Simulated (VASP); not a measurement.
Input for VASP

File POSCAR:
```
Nb
1.0
 -1.5581833771   1.5581833771   1.5581833771
  1.5581833771  -1.5581833771   1.5581833771
  1.5581833771   1.5581833771  -1.5581833771
Nb
1
Cartesian
  1.5581833771   1.5581833771  -1.5581833771
```

### KPOINTS
```
K-points
0
Gamma
 16 16 16
0 0 0
```

### INCAR
```
SYSTEM = Nb
PREC = Accurate
ENCUT = 500
EDIFF = 1E-6
NELM = 100
ALGO = Normal
LREAL = .FALSE.
LASPH = .TRUE.
ISMEAR = 1
SIGMA = 0.1
LMAXMIX = 4
LWAVE = .FALSE.
LCHARG = .FALSE.
IBRION = 2
ISIF = 3
NSW = 40
EDIFFG = -0.02
PSTRESS = 300
```

POTCAR, in this order: Nb_sv (LDA.64 set). Program: vasp_std.

### Question
Write an equivalent input for Quantum ESPRESSO's pw.x.

### Answer
One equivalent input (not run):
```
&CONTROL
  calculation = 'vc-relax'
  pseudo_dir = './pseudo'
  outdir = './out'
  tprnfor = .true.
  tstress = .true.
  nstep = 40
  forc_conv_thr = 0.00078
/
&SYSTEM
  ibrav = 0
  nat = 1
  ntyp = 1
  ecutwfc = 82
  occupations = 'smearing'
  smearing = 'methfessel-paxton'
  degauss = 0.00735
  input_dft = 'pz'
/
&ELECTRONS
  conv_thr = 7.3e-08
  electron_maxstep = 100
/
&IONS
/
&CELL
  press = 300
/
ATOMIC_SPECIES
  Nb 92.906 Nb.upf
CELL_PARAMETERS angstrom
    -1.5581834    1.5581834    1.5581834
     1.5581834   -1.5581834    1.5581834
     1.5581834    1.5581834   -1.5581834
ATOMIC_POSITIONS crystal
  Nb   0.0000000  0.0000000  1.0000000
K_POINTS automatic
  16 16 16 0 0 0
```
Limits of the translation: the potentials are each code's own (VASP's PAW set, PseudoDojo norm-conserving files in pw.x), so ENCUT and ecutwfc are chosen apart and not converted; conv_thr bounds pw.x's estimated SCF error, while EDIFF bounds the energy change between steps; forc_conv_thr acts on force components and is met together with etot_conv_thr.

The compound is Nb in the bcc structure. It was relaxed first under an external pressure of 30 GPa.
